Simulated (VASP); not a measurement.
An input for Quantum ESPRESSO's pw.x (written as the equivalent of a VASP run, and not itself run):

```
&CONTROL
  calculation = 'scf'
  pseudo_dir = './pseudo'
  outdir = './out'
  tprnfor = .true.
  tstress = .true.
/
&SYSTEM
  ibrav = 0
  nat = 2
  ntyp = 2
  ecutwfc = 84
  occupations = 'smearing'
  smearing = 'fermi-dirac'
  degauss = 0.00735
  input_dft = 'pbe'
/
&ELECTRONS
  conv_thr = 7.3e-08
  electron_maxstep = 100
/
ATOMIC_SPECIES
  Nb 92.906 Nb.upf
  N 14.007 N.upf
CELL_PARAMETERS angstrom
     0.0000000    2.2113190    2.2113190
     2.2113190    0.0000000    2.2113190
     2.2113190    2.2113190    0.0000000
ATOMIC_POSITIONS crystal
  Nb   0.5000000  0.5000000  0.5000000
  N    0.0000000  0.0000000  0.0000000
K_POINTS automatic
  17 17 17 0 0 0
```

**Question.** Write the VASP files for the same calculation (PBE).

**Answer.** This is not unique; one that fits is 
**KPOINTS**
```
Automatic
0
G
 17 17 17
0 0 0
```

File POSCAR:
```
NbN
1
    0.0000000000     2.2113190000     2.2113190000
    2.2113190000     0.0000000000     2.2113190000
    2.2113190000     2.2113190000     0.0000000000
Nb N
1 1
Direct
  0.5000000000   0.5000000000   0.5000000000
  0.0000000000   0.0000000000   0.0000000000
```

### INCAR
```
LMAXMIX = 4
ISMEAR = -1   ! Fermi-Dirac
NELM = 100   ! most electronic steps
LWAVE = .FALSE.
LASPH = .TRUE.   ! aspherical one-centre terms
PREC = Accurate
ISIF = 2
ALGO = Normal
ENCUT = 400
LREAL = .FALSE.   ! projection in real space or not
GGA = PE   ! PBE
LCHARG = .FALSE.
EDIFF = 1E-6
SIGMA = 0.1
SYSTEM = NbN
```

POTCAR, in this order: Nb_sv N (PBE.64 set). Program: vasp_std.

The two are equivalent in intent, not identical: the potentials are each code's own (VASP's PAW set, PseudoDojo norm-conserving files in pw.x), so ENCUT and ecutwfc are chosen apart and not converted; conv_thr bounds pw.x's estimated SCF error, while EDIFF bounds the energy change between steps.

The structure comes from a computed database's NbN entry; how it stands against other phases isn't given here. The cell was not relaxed at this level.
